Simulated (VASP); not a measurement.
Pt: stress against strain

Pt (fcc, Fm-3m, 14.787 Å³/atom and stress up to 0.12 GPa in the relaxed cell, cube axes along x, y and z) under an equal strain ε along x and y, with z held. LDA in VASP (plane waves, PAW), 480 eV, 20×20×20 Γ-centred mesh, Methfessel-Paxton smearing 0.10 eV. Stress is positive for a compressed cell.

Here s stands for strain and y for stress xx.

| strain (%) | stress xx (GPa) |
|---|---|
| -3.00 | ? |
| -1.50 | 10.93 |
| -1.00 | 7.10 |
| -0.50 | 3.50 |
| 0.00 | 0.12 |
| 0.50 | -3.03 |
| 1.00 | -5.98 |
| 1.50 | -8.75 |

Q: Using a straight line, estimate the missing y at s = -3.00 from the other rows, showing the fit.

A: Means: s 0, y 0.556. About the means, the sum of products is -45.865 and the sum of squares of s is 7.0000; the slope is their ratio. Least squares gives y = 0.556 - 6.5521·s. Residuals (row less fit): 0.546, -0.008, -0.332, -0.436, -0.310, 0.016, 0.522; standard error 0.440 (degrees of freedom: 5). The slope gives the elastic constants C11 + C12 = about 660 GPa. At the withheld row, y = 0.556 - 6.5521 × (-3.0) = 20.212 GPa. The calculation gives 23.99 GPa, 3.778 GPa above the prediction (11.5 % of the range of y in the table). The row lies outside the fitted rows, so this is an extrapolation. From the scatter of the fitted rows alone, a prediction at this place has a standard error of 0.685 GPa, so the miss is 5.5 times that.

A polynomial of degree 2 through the 12 other runs of the series gives 23.73 there, so most of the miss is curvature that the fit leaves out. In a metal these values are sensitive to mesh and smearing; energies are taken to zero smearing, stresses follow the free energy. The runs aren't spin-polarised. Spin-orbit coupling is left out, which can shift these values for the heavy elements here. Rows are the converged runs of the series near zero and its far end; series whose fitted rows scatter by over a few per cent of the range, as at a crossing or softening among them, aren't shown in this form, nor equations of state whose B0' disagrees with the runs' pressures. Most that stay on the fit to the last digits aren't either.
